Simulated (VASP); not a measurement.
Write the native input for VASP 6.6.1 that does the following.

```yaml
Task: single point
Functional: PBE
Potentials_or_basis: VASP PAW PBE potentials, release 64 (Sr_sv, Cr_pv, Mg)
Cutoff: 520 eV
k_mesh: 5 × 5 × 5
Occupations: fermi-dirac, width 0.05 eV
Spin: collinear spin, ferromagnetic start
Starting_moments: "[0.0, 3.0, 0.0, 0.0, 0.0, 0.0, 0.0, 0.0] μB"
Further_INCAR_settings: ALGO = Normal; EDIFF = 1e-07; NBANDS = 31
```

The structure of SrMg6Cr lies in POSCAR:

```
SrMg6Cr
1.0
    5.2030810000      0.0000000000      0.0000000000
    0.0000000000      3.3412245000      5.8169345000
    0.0000000000     -3.3412245000      5.8169345000
Sr Cr Mg
1 1 6
Direct
   -0.0007140000      0.8323490000      0.8296390000
    0.4994290000      0.6608660000      0.6421010000
    0.5028830000      0.1646700000      0.1655190000
    0.5057890000      0.6537270000      0.1891030000
    0.5031570000      0.1868990000      0.6638850000
    0.0045440000      0.3357080000      0.3442580000
    0.0108650000      0.8262440000      0.3495080000
   -0.0041550000      0.3335290000      0.8348060000
```

The cell comes from a database or a generator and needn't be the stable form of this composition.

The cell isn't the ideal one: atoms moved at random, drawn with an rms of 0.05 Å.

These files were run (other wordings do the same):

INCAR

```
  PREC = Accurate
  ENCUT = 520
  EDIFF = 1E-7
  ISMEAR = -1
  SIGMA = 0.05
  LREAL = False
  LASPH = True
  NELM = 100
  ALGO = Normal
  ISIF = 2
  LWAVE = False
  LCHARG = False
  ISPIN = 2
  MAGMOM = 0 3 0 0 0 0 0 0
  LORBIT = 11
  LMAXMIX = 4
  GGA = PE
  NBANDS = 31
```

KPOINTS

```
Automatic mesh
0
Gamma
  5 5 5
```

Potentials or basis: VASP PAW PBE potentials, release 64 (Sr_sv, Cr_pv, Mg).

Command:

```bash
$ cat potpaw_PBE.64/Sr_sv/POTCAR potpaw_PBE.64/Cr_pv/POTCAR potpaw_PBE.64/Mg/POTCAR > POTCAR
$ mpirun -np 1 vasp_std > vasp.out
```

Results of the run:

```
Pressure                                              : 0.0 GPa
Largest force                                         : 0.254 eV/Å
Band gap on the k mesh                                : none (metal or under the smearing width)
Net moment                                            : 4.47 μB per cell
Site moments                                          : Sr +0.02; Cr +3.87; Mg -0.01, +0.01 μB
Valence electrons inside the program's atomic spheres : Sr 8.08; Cr 10.46; Mg 0.31, 0.35
```

It took 20 min on 1 thread of Intel(R) Xeon(R) Platinum 8259CL CPU @ 2.50GHz (Skylake/Cascade Lake), on a shared host, peak memory 0.82 GiB.
